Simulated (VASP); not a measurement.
Given:

```xyz
1
Lattice="-2.6061 2.6061 2.6061 2.6061 -2.6061 2.6061 2.6061 2.6061 -2.6061" Properties=species:S:1:pos:R:3 pbc="T T T"
K      0.0000     0.0000     0.0000
```

Calculation: PBEsol GGA, VASP's PBE PAW potentials (set 64) (plane waves; VASP 6.6.1). Run with 480 eV cut-off, 10×10×10 Γ-centred mesh, first-order Methfessel-Paxton smearing of 0.10 eV, potentials K_sv.

Energy and stress use the plane-wave basis of the starting cell.

Q: The ions, cell shape and volume at an external pressure of 10.0 GPa are relaxed. Predict the relaxed structure.

A: 
```xyz
1
Lattice="-2.0492 2.0492 2.0492 2.0492 -2.0492 2.0492 2.0492 2.0492 -2.0492" Properties=species:S:1:pos:R:3 pbc="T T T"
K      0.0000     0.0000     0.0000
```
Space group Im-3m (229), at a tolerance of 0.03 Å.

Q: How do energy and volume change from the first to the last step?

A: The energy (σ→0) changes by +658.5 meV/atom and the volume by -51.4 %, in 3 ionic steps.

```
step  E(σ→0) (eV)  max force (eV/Å)  pressure (GPa)  volume (Å³)
----  -----------  ----------------  --------------  -----------
1         -1.1297             0.000            0.00        70.80
2         -0.4752             0.000            9.93        34.49
3         -0.4712             0.000            9.99        34.42
```

The compound is K in the bcc structure. This run relaxes it under an external pressure of 10 GPa. Symmetry was kept, so distortions that lower it aren't found.
